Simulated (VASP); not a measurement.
Here is the system:

```yaml
crystal:
  lattice:
    - [0.00000, 2.76963, 2.76963]
    - [2.76963, 0.00000, 2.76963]
    - [2.76963, 2.76963, 0.00000]
  atoms:
    - { symbol: Si, position: [0.00000, 0.00000, 0.00000] }
    - { symbol: Si, position: [0.25000, 0.25000, 0.25000] }
```

Computed with vdW-DF2, VASP's PBE PAW potentials (set 64) (plane waves; VASP). Run with 520 eV cut-off, 9×9×9 Γ-centred mesh, tetrahedra with Blöchl corrections, potentials Si.

Question: The job: Si (diamond), 2 atoms, vdW-DF2, static run, 520 eV, 9×9×9 Γ-centred mesh. Roughly how much core time does it take on a busy server core?

Answer: About 30 core-seconds (one run on a shared machine, a rough figure). It had 35 irreducible k-points, 8 bands, up to 1158 plane waves and 13 electronic steps.

The compound is Si in the diamond structure. It was relaxed first, which changed the volume by +6 %.
